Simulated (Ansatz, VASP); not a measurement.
## K2Rb3 in VASP and in Ansatz

```xyz
5
Lattice="8.0118 0.0000 0.0000 0.0000 8.0118 0.0000 0.0000 0.0000 8.0118" Properties=species:S:1:pos:R:3 pbc="T T T"
K     4.0059    4.0059    4.0059
K     0.0000    0.0000    0.0000
Rb    4.0059    0.0000    0.0000
Rb    0.0000    4.0059    0.0000
Rb    0.0000    0.0000    4.0059
```

Alike in both runs: functional PBE; k mesh 4 × 4 × 4; occupations gaussian, width 0.1 eV; no spin polarisation.

Ansatz relaxed the structure, and its values are those at the end. VASP's run is a single point on that final structure, the one shown.

|  | VASP | Ansatz |
| --- | --- | --- |
| version | VASP 6.6.1 | Ansatz 0.2.0 |
| potentials or method | VASP PAW PBE potentials, release 64 (K_sv, Rb_sv) | scalar-relativistic, plane waves, PAW |
| plane-wave cutoff (eV) | 520 | 420 |
| valence electrons in the cell | 45 | 45 |

|  | VASP | Ansatz | Ansatz less VASP |
| --- | --- | --- | --- |
| gap on the k mesh at the Fermi level (eV) | none | none | - |
| pressure (GPa) | 0.0 | 0.0 | 0.00 |

A gap of «none» marks a metal or a gap that the smearing closes. With one functional, cell and mesh, what is left measures potentials, basis and numerics.
